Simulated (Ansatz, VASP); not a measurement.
**GaB2As3: VASP beside Ansatz**

```
Ga B As
1.0
     3.38994    0.00000    0.00000
     0.00000    3.38994    0.00000
     0.00000    0.00000    9.67287
Ga B As
1 2 3
Direct
  0.00000 0.00000 0.00000
  0.00000 0.50000 0.58836
  0.50000 0.00000 0.41164
  0.50000 0.50000 0.00000
  0.00000 0.50000 0.37148
  0.50000 0.00000 0.62852
```

Change from the starting cell: species swapped into the Zr2CuSb3 type (P-4m2, No. 115).

Alike in both runs: functional PBE; k mesh 6 × 6 × 2; occupations gaussian, width 0.1 eV; no spin polarisation.

Ansatz relaxed the structure, and its values are those at the end. VASP's run is a single point on that final structure, the one shown.

|  | VASP | Ansatz |
| --- | --- | --- |
| version | VASP 6.6.1 | Ansatz 0.2.0 |
| potentials or method | VASP PAW PBE potentials, release 64 (Ga_d, B, As) | scalar-relativistic, plane waves, PAW |
| plane-wave cutoff (eV) | 520 | 420 |
| valence electrons in the cell | 34 | 64 |

```tsv
	VASP	Ansatz	Ansatz less VASP
gap on the k mesh at the Fermi level (eV)	none	none	-
pressure (GPa)	0.3	0.0	-0.25
rms of the force components (eV/Å)	0.023	0.004	-0.0188
```

A gap of «none» marks a metal or a gap that the smearing closes. The functional is the same, so the differences come from potentials, cutoffs and numerics. The two sets of potentials don't hold the same shells in valence.

Caveats: this functional lacks dispersion, which binds the layers, so the pressure and a relaxed spacing across them are unreliable.
